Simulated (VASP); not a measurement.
Input:

```yaml
crystal:
  lattice:
    - [2.17310, -3.76392, 0.00000]
    - [2.17310, 3.76392, 0.00000]
    - [0.00000, 0.00000, 5.04530]
  atoms:
    - { symbol: Se, position: [0.00000, 0.22782, 0.66667] }
    - { symbol: Se, position: [0.77218, 0.77218, 0.00000] }
    - { symbol: Se, position: [0.22782, 0.00000, 0.33333] }
```

These are revTPSS meta-GGA, VASP's PBE PAW potentials (set 64) (plane waves; VASP) values and carry that method's errors. Settings: 520 eV cut-off, 5×5×4 Γ-centred mesh, Gaussian smearing of 0.050 eV, potentials Se.

Without a dispersion term in the relaxation, distances and binding between the weakly bound layers, chains or molecules are unreliable, and so is what depends on them.

Q: Estimate the energy per atom (σ→0).

A: 
```yaml
energy per atom (σ→0): 4.020 eV/atom
```

Only differences to runs with the same potentials and settings are physical.

The compound is Se in the trig structure. It was relaxed first. The start is the result of an earlier pass.
